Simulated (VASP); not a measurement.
Here is a VASP 6.6.1 calculation.

The input INCAR:

```
SYSTEM = HfW
PREC = Accurate
ENCUT = 520
EDIFF = 1E-6
ISMEAR = 0
SIGMA = 0.1
LREAL = .False.
LASPH = .True.
NELM = 100
ALGO = Normal
ISIF = 2
LWAVE = .False.
LCHARG = .False.
GGA = PE
NBANDS = 32
```

File KPOINTS:

```
Automatic mesh
0
Gamma
  4 4 4
  0 0 0
```

POSCAR

```
HfW
1.0
    3.9923557265      0.0000000000      0.0000000000
    0.0000000000      3.9923557265      0.0000000000
    0.0000000000      0.0000000000      4.7360879547
Hf W
2 2
Direct
    0.0000000000      0.5000000000      0.4994521261
    0.5000000000      0.0000000000      0.5005478739
    0.0000000000      0.0000000000      0.0000000000
    0.5000000000      0.5000000000      0.0000000000
```

Potentials or basis: VASP PAW PBE potentials, release 64 (Hf_pv, W_sv).

Command:

```sh
$ cat potpaw_PBE.64/Hf_pv/POTCAR potpaw_PBE.64/W_sv/POTCAR > POTCAR
$ mpirun -np 1 vasp_std > vasp.out
```

Q: Predict the band gap on the k mesh.

A: None (metal or under the smearing width).

Q: What does it give for the largest force?

A: 0.006 eV/Å.

Stress tensor (GPa, compression positive):
```
-0.38  0.00  0.00
 0.00 -0.38  0.00
 0.00  0.00 -0.67
```

Caveat: the k mesh is coarse (spacing up to 0.39 Å⁻¹), so the values aren't converged. The run has no spin-orbit coupling, so splittings on Hf, W are missing.
